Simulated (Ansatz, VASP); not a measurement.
**BaB12: VASP beside Ansatz**

Contents of INCAR:

```
PREC = Accurate
ENCUT = 600
EDIFF = 1E-7
ISMEAR = 0
SIGMA = 0.1
LREAL = False
LASPH = True
NELM = 100
ALGO = Fast
ISIF = 3
LWAVE = False
LCHARG = False
GGA = PE
IBRION = 2
NSW = 100
EDIFFG = -0.01
```

KPOINTS

```
regular mesh
0
Gamma
  8 8 8
```

The input POSCAR:

```
BaB12
1.0
    0.0000000000      3.8788701963      3.8788701963
    3.8788701963      0.0000000000      3.8788701963
    3.8788701963      3.8788701963      0.0000000000
Ba B
1 12
Direct
    0.0000000000      0.0000000000      0.0000000000
    0.8324469923      0.1675530077      0.5000000000
    0.1675530077      0.8324469923      0.5000000000
    0.5000000000      0.8324469923      0.1675530077
    0.1675530077      0.5000000000      0.5000000000
    0.5000000000      0.5000000000      0.8324469923
    0.5000000000      0.5000000000      0.1675530077
    0.5000000000      0.8324469923      0.5000000000
    0.1675530077      0.5000000000      0.8324469923
    0.8324469923      0.5000000000      0.5000000000
    0.5000000000      0.1675530077      0.5000000000
    0.8324469923      0.5000000000      0.1675530077
    0.5000000000      0.1675530077      0.8324469923
```

Input for Ansatz:

```yaml
crystal:
  lattice:
    - [0.0, 3.8788701963, 3.8788701963]
    - [3.8788701963, 0.0, 3.8788701963]
    - [3.8788701963, 3.8788701963, 0.0]
  atoms:
    - { symbol: Ba, position: [0.0, 0.0, 0.0] }
    - { symbol: B, position: [0.8324469923, 0.1675530077, 0.5] }
    - { symbol: B, position: [0.1675530077, 0.8324469923, 0.5] }
    - { symbol: B, position: [0.5, 0.8324469923, 0.1675530077] }
    - { symbol: B, position: [0.1675530077, 0.5, 0.5] }
    - { symbol: B, position: [0.5, 0.5, 0.8324469923] }
    - { symbol: B, position: [0.5, 0.5, 0.1675530077] }
    - { symbol: B, position: [0.5, 0.8324469923, 0.5] }
    - { symbol: B, position: [0.1675530077, 0.5, 0.8324469923] }
    - { symbol: B, position: [0.8324469923, 0.5, 0.5] }
    - { symbol: B, position: [0.5, 0.1675530077, 0.5] }
    - { symbol: B, position: [0.8324469923, 0.5, 0.1675530077] }
    - { symbol: B, position: [0.5, 0.1675530077, 0.8324469923] }
basis:
  ecutwfc: 420
kpoints:
  mp_grid: { grid: [8, 8, 8] }
hamiltonian:
  xc: pbe
scf:
  occupations: { method: gaussian, width: 0.1 }
output:
  forces: true
  stress: true
  eigenvalues: true
relax:
  adjacent_minimum: "off"
  f_tol: 0.01
  max_steps: 80
  cell: { stress_tol: 0.05 }
```

Change from the starting cell: species swapped into the NdB12 type (Fm-3m, No. 225).

Alike in both runs: task relaxation of cell and atoms; functional PBE; k mesh 8 × 8 × 8; occupations gaussian, width 0.1 eV; no spin polarisation.

|  | VASP | Ansatz |
| --- | --- | --- |
| version | VASP 6.6.1 | Ansatz 0.2.0 |
| potentials or method | VASP PAW PBE potentials, release 64 (Ba_sv, B) | scalar-relativistic, plane waves, PAW |
| plane-wave cutoff (eV) | 600 | 420 |
| valence electrons in the cell | 46 | 46 |

VASP gave:

```
gap on the k mesh at the Fermi level, each at its own relaxed structure (eV) : none
relaxed volume (Å³/atom)                                                     : 9.01
relaxed cell length with the largest relative difference (Å)                 : 5.492
```

Task: What did Ansatz give for the same quantities?

Result: gap on the k mesh at the Fermi level, each at its own relaxed structure (eV): none; relaxed volume (Å³/atom): 8.97; relaxed cell length with the largest relative difference (Å): 5.483.

A gap of «none» marks a metal or a gap that the smearing closes.

Spin-orbit coupling is left out, which matters for the levels of Ba.
